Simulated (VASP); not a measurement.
All values below come from PBE GGA, VASP's PBE PAW potentials (set 64) (plane waves; VASP 6.6.1).

A VASP calculation is set up with these files.

INCAR:
```
ALGO  =  Normal
EDIFF  =  1E-7
ENCUT  =  480
GGA  =  PE
ISIF  =  2
ISMEAR  =  0
LASPH  =  T
LCHARG  =  F
LMAXMIX  =  4
LREAL  =  F
LWAVE  =  F
NELM  =  100
PREC  =  Accurate
SIGMA  =  0.05
SYSTEM  =  SrTe
```

File KPOINTS:
```
Regular mesh
0
G
6 6 6
```

File POSCAR:
```
SrTe
1
    0.0000000000     3.3617915910     3.3617915910
    3.3617915910     0.0000000000     3.3617915910
    3.3617915910     3.3617915910     0.0000000000
Sr Te
1 1
Direct
  0.0000000000   0.0000000000   0.0000000000
  0.5000000000   0.5000000000   0.5000000000
```

POTCAR, in this order: Sr_sv Te (PBE.64 set). Program: vasp_std.

**Question.** What will the output report for the number of irreducible k-points (NKPTS), number of bands (NBANDS), largest plane-wave count, number of space-group operations, FFT grid (NGX, NGY, NGZ)?

**Answer.** 
- number of irreducible k-points (NKPTS) = 16
- number of bands (NBANDS) = 12
- largest plane-wave count = 1837
- number of space-group operations = 48
- FFT grid (NGX, NGY, NGZ) = 36 × 36 × 36

The compound is SrTe in the rock salt structure. It was relaxed first.
